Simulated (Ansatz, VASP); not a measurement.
# Cross-check of Ge4H (armchair Ge ribbon N=8 H edges) between VASP and Ansatz, part 3 of 3

Wanted: the spread between two codes on one cell, functional and k mesh. Of the first pair: The structure shown is the start of the Ansatz relaxation below; VASP solves that cell, so the two are compared at the walk's first step.

VASP 6.6.1 and Ansatz 0.2.0.

So far. Step 4 (Side by side): The forces differ by 9.8 meV/Å r.m.s., which is 2.0 % of the r.m.s. force of 0.484 eV/Å (both taken over all components).

### 5. Ansatz: relaxation, PBE

Level of this step: Ansatz beside VASP: Kohn-Sham DFT, plane waves, PBE (Ansatz).

This run makes the geometry at which the two programs are then compared. The cell compared in this pair holds 1285.88 Å³, against 1299.05 Å³ for the pair before.

The structure compared here is the end of the Ansatz relaxation.

The input, input.yaml:

```yaml
crystal:
  lattice:
    - [23.922, 0.0, 0.0]
    - [0.0, 7.67, 0.0]
    - [0.0, 0.0, 7.08]
  atoms:
    - { symbol: Ge, position: [0.20097393, 0.543676662, 0.0] }
    - { symbol: Ge, position: [0.371847599, 0.543676662, 0.0] }
    - { symbol: Ge, position: [0.542721268, 0.543676662, 0.0] }
    - { symbol: Ge, position: [0.713594937, 0.543676662, 0.0] }
    - { symbol: Ge, position: [0.20097393, 0.456323338, 0.333333333] }
    - { symbol: Ge, position: [0.371847599, 0.456323338, 0.333333333] }
    - { symbol: Ge, position: [0.542721268, 0.456323338, 0.333333333] }
    - { symbol: Ge, position: [0.713594937, 0.456323338, 0.333333333] }
    - { symbol: H, position: [0.853696864, 0.543676662, 0.393361582] }
    - { symbol: H, position: [0.146308837, 0.456323338, 0.439971751] }
    - { symbol: Ge, position: [0.286410765, 0.543676662, 0.5] }
    - { symbol: Ge, position: [0.457284434, 0.543676662, 0.5] }
    - { symbol: Ge, position: [0.628158102, 0.543676662, 0.5] }
    - { symbol: Ge, position: [0.799031771, 0.543676662, 0.5] }
    - { symbol: Ge, position: [0.286410765, 0.456323338, 0.833333333] }
    - { symbol: Ge, position: [0.457284434, 0.456323338, 0.833333333] }
    - { symbol: Ge, position: [0.628158102, 0.456323338, 0.833333333] }
    - { symbol: Ge, position: [0.799031771, 0.456323338, 0.833333333] }
    - { symbol: H, position: [0.146308837, 0.543676662, 0.893361582] }
    - { symbol: H, position: [0.853696864, 0.456323338, 0.939971751] }
kpoints:
  mp_grid: { grid: [1, 1, 12] }
scf:
  occupations: { method: fermi_dirac, width: 0.05 }
hamiltonian:
  xc: pbe
relax:
  cell: { fix: [a, b, alpha, beta, gamma] }
  max_steps: 45
  f_tol: 0.03
```

On the command line:

```sh
$ ansatz run input.yaml --threads 4 --pin off --max-ram 16384MiB --backend cpu --events-out ev --progress --plain --runs-dir out
```

Numbers of over 12 decimals in the logs are rounded to 6 here.

Log:

```text
[...]
Crystal: 20 atoms, lattice volume = 1299.051 Å³
Basis set: ecut = 420 eV, 25389 PW (Γ), exchange–correlation on 320×108×96 points (8 copies of the dense FFT grid, shifted against one another)
Bands: 137, of which v1, the nominal top of the filled ones, is band 114 counted from 1 (113 counted from 0)
Symmetry: 4 space group operations
[...]
k-points: 7 of 12
[...]
- { symbol: H, position: [0.152678, 0.502285, 0.436426] }
[...]
- { symbol: Ge, position: [0.289153, 0.455053, 0.833320] }
    - { symbol: Ge, position: [0.458004, 0.455329, 0.832975] }
    - { symbol: Ge, position: [0.626644, 0.457804, 0.833867] }
    - { symbol: Ge, position: [0.792565, 0.452852, 0.827404] }
    - { symbol: H, position: [0.152678, 0.497715, 0.896907] }
    - { symbol: H, position: [0.847322, 0.502285, 0.936426] }
[key lines of the parts left out:]
SCF converged after 6 iterations
Free energy (F): -68773.633309 eV
Fermi energy:    -0.791955 eV
P = ⅓ Tr σ = 0.0954 GPa (0.954 kbar)
```

### 6. VASP: single point, PBE, relaxed cell, pair 2

The same cell, functional, mesh and smearing now go to VASP, with its own data sets.

The input, INCAR:

```
SYSTEM = Ge4H
PREC = Accurate
ENCUT = 500
EDIFF = 1E-06
NELM = 120
ISMEAR = -1
SIGMA = 0.05
LREAL = .FALSE.
ALGO = Normal
GGA = PE
NBANDS = 141
LORBIT = 11
LWAVE = .FALSE.
LCHARG = .FALSE.
ISIF = 2
LASPH = .TRUE.
GGA_COMPAT = .FALSE.
KPAR = 4
```

The input, POSCAR:

```
Ge4H
1.0
   23.9220000000      0.0000000000      0.0000000000
    0.0000000000      7.6700000000      0.0000000000
    0.0000000000      0.0000000000      7.0081962318
Ge H
16 4
Direct
    0.2074352077      0.5471484063      0.0059297025
    0.3733557739      0.5421958039      0.9994662451
    0.5419960745      0.5446705343      0.0003584175
    0.7108466298      0.5449473400      0.0000134582
    0.2074352077      0.4528515937      0.3274036308
    0.3733557739      0.4578041961      0.3338670882
    0.5419960745      0.4553294657      0.3329749158
    0.7108466298      0.4550526600      0.3333198751
    0.2891533702      0.5449473400      0.5000134582
    0.4580039255      0.5446705343      0.5003584175
    0.6266442261      0.5421958039      0.4994662451
    0.7925647923      0.5471484063      0.5059297025
    0.2891533702      0.4550526600      0.8333198751
    0.4580039255      0.4553294657      0.8329749158
    0.6266442261      0.4578041961      0.8338670882
    0.7925647923      0.4528515937      0.8274036308
    0.8473218182      0.4977147034      0.3969074149
    0.1526781818      0.5022852966      0.4364259184
    0.1526781818      0.4977147034      0.8969074149
    0.8473218182      0.5022852966      0.9364259184
```

The input, KPOINTS:

```
Automatic mesh
0
Gamma
1 1 12
0 0 0
```

Potentials, in the order of the species: Ge_d and H (PBE family, release 64).

On the command line:

```sh
$ mpirun -np 4 vasp_std
```

Log:

```text
[banner, memory and clock lines left out]
running    4 mpi-ranks, on    1 nodes
[...]
[... a notice as in an earlier step ...]

 LDA part: xc-table for (Slater+PW92), standard interpolation
 POSCAR, INCAR and KPOINTS ok, starting setup
[...]
entering main loop
       N       E                     dE             d eps       ncg     rms          rms(c)
DAV:   1     0.235826652384E+04    0.23583E+04   -0.10900E+05  2458   0.246E+03
DAV:   2     0.375426837382E+03   -0.19828E+04   -0.19183E+04  2430   0.625E+02
DAV:   3    -0.389103719185E+02   -0.41434E+03   -0.40343E+03  2659   0.217E+02
DAV:   4    -0.769533692750E+02   -0.38043E+02   -0.37653E+02  2284   0.722E+01
[...]
DAV:  22    -0.762420244859E+02   -0.27419E-05   -0.50521E-07  1349   0.794E-03    0.277E-04
DAV:  23    -0.762420265232E+02   -0.20373E-05   -0.38380E-07  1291   0.494E-03    0.222E-04
DAV:  24    -0.762420274978E+02   -0.97453E-06   -0.21512E-07  1240   0.640E-03
   1 F= -.76242027E+02 E0= -.76235780E+02  d E =-.124946E-01
```

OUTCAR, selected parts (step 6):

```text
  Total       -0.3328761      2.0878748     -0.7296898      0.0000000      0.0121822      0.0000000
  in kB       -0.4147574      2.6014527     -0.9091798      0.0000000      0.0151788      0.0000000
  external PRESSURE =       0.4258385 kB  Pullay stress =       0.0000000 kB

 POSITION                                       TOTAL-FORCE (eV/Angst)
 -----------------------------------------------------------------------------------
      4.96227      4.19663      0.04156        -0.009796     -0.017798      0.001532
      8.93142      4.15864      7.00446        -0.004244      0.013386      0.001915
     12.96563      4.17762      0.00251         0.000650      0.012714      0.002460
     17.00487      4.17975      0.00009        -0.000878      0.009360     -0.013369
      4.96227      3.47337      2.29451        -0.009796      0.017798     -0.001532
      8.93142      3.51136      2.33981        -0.004244     -0.013386     -0.001915
     12.96563      3.49238      2.33355         0.000650     -0.012714     -0.002460
     17.00487      3.49025      2.33597        -0.000878     -0.009360      0.013369
      6.91713      4.17975      3.50419         0.000878      0.009360     -0.013369
     10.95637      4.17762      3.50661        -0.000650      0.012714      0.002460
     14.99058      4.15864      3.50036         0.004244      0.013386      0.001915
     18.95973      4.19663      3.54565         0.009796     -0.017798      0.001532
      6.91713      3.49025      5.84007         0.000878     -0.009360      0.013369
     10.95637      3.49238      5.83765        -0.000650     -0.012714     -0.002460
[...]
-----------------------------------------------------------------------------------
    total drift:                                0.000000      0.000000      0.000000

  FREE ENERGIE OF THE ION-ELECTRON SYSTEM (eV)
  ---------------------------------------------------
  free  energy   TOTEN  =       -76.2420274978 eV

  energy  without entropy=      -76.2295328747  energy(sigma->0) =      -76.23578019

[... 1 part as in an earlier step ...]

[... 2 further parts left out ...]
[key lines of the parts left out:]
E-fermi :  -1.8085
```

### 7. Differences

What differs besides the data sets and the points named for the pairs above, as far as they apply: the cutoff is 420 eV in Ansatz and 500 eV in VASP; Ansatz's pressure holds a Pulay correction, VASP's none. Total energies have different zeros and are not compared.

The two programs side by side:

```tsv
quantity	Ansatz	VASP	difference
pressure (GPa)	0.10	0.04	+0.05
```

At this near-relaxed geometry the largest component of a force difference is 21 meV/Å.

### 8. Results

```
r.m.s. force difference (single point, PBE, start cell, pair 1)   : 2.0 % of the r.m.s. force
difference in pressure (single point, PBE, relaxed cell, pair 2)  : 0.053 GPa
r.m.s. force difference (single point, PBE, relaxed cell, pair 2) : 8.4 meV/Å
```

**Reading.** The r.m.s. force difference is 8.4 meV/Å (single point, PBE, relaxed cell, pair 2), within the 12 meV/Å picked in this series as the mark of a large difference. How closely two codes agree says nothing of how well the functional describes the real material.

[Lines on the potential files, build, host, timing and source positions are cut from VASP's logs without a mark.]

[Logs are printed without paths, hosts, clocks, repeated set-up lines and the standing remarks that a program may print on its own settings, such as how far it seeks lower states.]

[Hosts, paths, dates, database ids (printed as entryN), source tags and the programs' standing remarks are cut or masked in the printed files.]
